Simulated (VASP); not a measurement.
Take ZnS (wurtzite), against free atoms with fixed spin and no zero-point term, in VASP with PAW potentials, and its cohesive energy.

**Question.** One run gives 2.88 eV/atom. Which level is it?
A. LDA
B. PBE
C. PBEsol
D. r2SCAN

**Answer.** B, PBE.  The others give 3.28 (PBEsol), 3.74 (LDA), 3.15 (r2SCAN).

Only levels that ran to the end are used. Left out are those held back, those with too coarse a band path, GW runs whose mesh misses a band edge, hybrids' fits of cells that aren't cubic and levels without matching references; a question may draw on a part of the rest.
